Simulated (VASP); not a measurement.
Given:

```yaml
crystal:
  lattice:
    - [-1.88565, 1.88565, 1.88565]
    - [1.88565, -1.88565, 1.88565]
    - [1.88565, 1.88565, -1.88565]
  atoms:
    - { symbol: Sn, position: [0.00000, 0.00000, 0.00000] }
```

These are r2SCAN meta-GGA with spin-orbit coupling, VASP's PBE PAW potentials (set 64) (plane waves; VASP) values and carry that method's errors. Numerical set-up: 400 eV cut-off, 12×12×12 Γ-centred mesh, Gaussian smearing of 0.050 eV, potentials Sn_d.

### Question
Give the energies of bands 11 to 21 at the high-symmetry points, in eV from the Fermi level.

### Answer

| band | Γ | H | N | P |
|---|---|---|---|---|
| 11 | -11.82 | -2.31 | -6.73 | -5.32 |
| 12 | -11.82 | -2.31 | -6.73 | -5.32 |
| 13 | 7.73 | -1.07 | -4.84 | -1.91 |
| 14 | 7.73 | -1.07 | -4.84 | -1.91 |
| 15 | 8.87 | -0.49 | 3.69 | -1.51 |
| 16 | 8.87 | -0.49 | 3.69 | -1.51 |
| 17 | 8.87 | -0.49 | 5.85 | -1.51 |
| 18 | 8.87 | -0.49 | 5.85 | -1.51 |
| 19 | 12.87 | 4.11 | 8.57 | 18.67 |
| 20 | 12.87 | 4.11 | 8.57 | 18.67 |
| 21 | 12.87 | 4.11 | 8.61 | 19.42 |

It has no gap at this level: it comes out as a metal or semimetal.

The structure comes from a computed database's Sn entry (Im-3m); how it stands against other phases isn't given here. It was relaxed first.
